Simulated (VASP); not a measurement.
Output of a VASP run:

### OSZICAR
```
       N       E                     dE             d eps       ncg     rms          rms(c)
DAV:   1     0.430640411191E+03    0.43064E+03   -0.43577E+04  2468   0.939E+02
DAV:   2     0.697171875923E+01   -0.42367E+03   -0.41061E+03  1944   0.257E+02
DAV:   3    -0.572057949792E+02   -0.64178E+02   -0.62813E+02  2738   0.531E+01
DAV:   4    -0.683612080859E+02   -0.11155E+02   -0.11005E+02  2912   0.232E+01
DAV:   5    -0.698437706723E+02   -0.14826E+01   -0.14792E+01  2736   0.687E+00    0.759E+01
DAV:   6    -0.645940287846E+02    0.52497E+01   -0.53192E+01  2256   0.166E+01    0.348E+01
DAV:   7    -0.654975998953E+02   -0.90357E+00   -0.62878E+01  2480   0.131E+01    0.382E+01
DAV:   8    -0.617192100646E+02    0.37784E+01   -0.16412E+01  2440   0.803E+00    0.872E+00
DAV:   9    -0.617186919309E+02    0.51813E-03   -0.48409E+00  2448   0.428E+00    0.470E+00
DAV:  10    -0.617523921330E+02   -0.33700E-01   -0.49767E-01  2304   0.148E+00    0.472E+00
DAV:  11    -0.617287583904E+02    0.23634E-01   -0.40236E-01  2184   0.193E+00    0.131E+00
DAV:  12    -0.617265622927E+02    0.21961E-02   -0.57105E-02  2352   0.545E-01    0.342E-01
DAV:  13    -0.617289087361E+02   -0.23464E-02   -0.49415E-03  2592   0.164E-01    0.248E-01
DAV:  14    -0.617313045818E+02   -0.23958E-02   -0.20539E-03  2352   0.119E-01    0.132E-01
DAV:  15    -0.617332166933E+02   -0.19121E-02   -0.76867E-04  2360   0.567E-02    0.854E-02
DAV:  16    -0.617346464312E+02   -0.14297E-02   -0.49378E-04  2336   0.422E-02    0.337E-02
DAV:  17    -0.617352407441E+02   -0.59431E-03   -0.20467E-04  2104   0.229E-02    0.281E-02
DAV:  18    -0.617355127695E+02   -0.27203E-03   -0.10801E-04  2032   0.178E-02    0.185E-02
DAV:  19    -0.617355825917E+02   -0.69822E-04   -0.34824E-05  1904   0.102E-02    0.727E-03
DAV:  20    -0.617356208261E+02   -0.38234E-04   -0.15867E-05  1728   0.661E-03    0.492E-03
DAV:  21    -0.617356424899E+02   -0.21664E-04   -0.11488E-05  1584   0.463E-03    0.331E-03
DAV:  22    -0.617356716567E+02   -0.29167E-04   -0.61886E-06  1640   0.323E-03    0.183E-03
DAV:  23    -0.617357002025E+02   -0.28546E-04   -0.24819E-06  1496   0.173E-03    0.106E-03
DAV:  24    -0.617357230536E+02   -0.22851E-04   -0.15255E-06  1336   0.123E-03    0.834E-04
DAV:  25    -0.617357367077E+02   -0.13654E-04   -0.11000E-06  1296   0.895E-04    0.499E-04
DAV:  26    -0.617357434709E+02   -0.67632E-05   -0.89125E-07  1280   0.667E-04    0.346E-04
DAV:  27    -0.617357452773E+02   -0.18064E-05   -0.60003E-07  1240   0.497E-04    0.240E-04
DAV:  28    -0.617357458333E+02   -0.55599E-06   -0.48386E-07  1200   0.371E-04
   1 F= -.61735746E+02 E0= -.61355203E+02  d E =-.761085E+00
```

File OUTCAR:
```
------------------------ aborting loop because EDIFF is reached ----------------------------------------
  FORCE on cell =-STRESS in cart. coord.  units (eV):
  Direction    XX          YY          ZZ          XY          YZ          ZX
  --------------------------------------------------------------------------------------
  Total      -12.8481864    -13.8490409     -9.5708523     -0.7855879     -0.6304960      0.1203114
  in kB      -21.5942086    -23.2763652    -16.0859264     -1.3203535     -1.0596875      0.2022098
  external PRESSURE =     -20.3188334 kB  Pullay stress =       0.0000000 kB
  volume of cell :      953.27
      direct lattice vectors                 reciprocal lattice vectors
     6.403753000  0.000000000  0.000000000     0.156158428 -0.080036804  0.000000000
     3.201876000  6.247125000  0.000000000     0.000000000  0.160073634  0.000000000
     0.000000000  0.000000000 23.828700000     0.000000000  0.000000000  0.041966200
 POSITION                                       TOTAL-FORCE (eV/Angst)
 -----------------------------------------------------------------------------------
      5.29834      0.97142      8.00001         0.139901      0.092060      0.742269
      3.16376      3.82147      8.86980        -0.193027     -0.037337      0.452534
      2.09646      0.42439      9.73970        -0.053693      0.081544      0.154757
      6.36563      3.27444     10.60949         0.022428     -0.097216      0.007374
      8.50022      6.12449     11.47940         0.154235      0.041475     -0.134941
      3.16376      2.72741     12.34930        -0.154235     -0.041475      0.134941
      5.29835      5.57746     13.21909        -0.022428      0.097216     -0.007374
      6.36563      2.18038     14.08900         0.053693     -0.081544     -0.154757
      8.50022      5.03043     14.95880         0.193027      0.037337     -0.452534
      3.16376      1.63336     15.82869        -0.139901     -0.092060     -0.742269
 -----------------------------------------------------------------------------------
    total drift:                                0.012180      0.002373      0.267222
  FREE ENERGIE OF THE ION-ELECTRON SYSTEM (eV)
  ---------------------------------------------------
  free  energy   TOTEN  =       -61.7357458333 eV

  energy  without entropy=      -60.9746604516  energy(sigma->0) =      -61.35520314
```
(Selected blocks of OUTCAR.)

### POSCAR
```
Y
1
    6.4037530000     0.0000000000     0.0000000000
    3.2018760000     6.2471250000     0.0000000000
    0.0000000000     0.0000000000    23.8287000000
Y
10
Direct
  0.7496320000   0.1554980000   0.3357300000
  0.1881900000   0.6117160000   0.3722320000
  0.2934140000   0.0679330000   0.4087380000
  0.7319720000   0.5241510000   0.4452400000
  0.8371960000   0.9803690000   0.4817470000
  0.2757540000   0.4365870000   0.5182530000
  0.3809790000   0.8928050000   0.5547550000
  0.8195360000   0.3490220000   0.5912620000
  0.9247610000   0.8052400000   0.6277640000
  0.3633190000   0.2614580000   0.6642700000
```

### Question
Reconstruct the remaining input files.

### Answer
One answer among several that fit: the input of the run itself, PBEsol GGA, plane waves, VASP's PBE PAW potentials (set 64).

KPOINTS:
```
Automatic mesh
0
Gamma
5 5 1
0 0 0
```

**INCAR**
```
! general
SYSTEM =Y
PREC   =Accurate
ENCUT  =300
LREAL  =.False.
LASPH  =.True.

! electronic loop
EDIFF  =1E-6
NELM   =100
ALGO   =Normal
LMAXMIX=4

! smearing
ISMEAR =-1
SIGMA  =0.1

! functional
GGA    =PS

! ions
ISIF   =2

! output
LWAVE  =.False.
LCHARG =.False.

! other
LDIPOL =.True.
IDIPOL =3
DIPOL  =0.5 0.5 0.5
```

POTCAR, in this order: Y_sv (PBE.64 set). Program: vasp_std.

At this cut-off the stress carries a Pulay error, which pulls relaxed volumes low. The cell holds a wide vacuum, so values per volume refer to the whole cell.

The cell is a sheet with vacuum, built from a database entry that may be metastable or hypothetical.
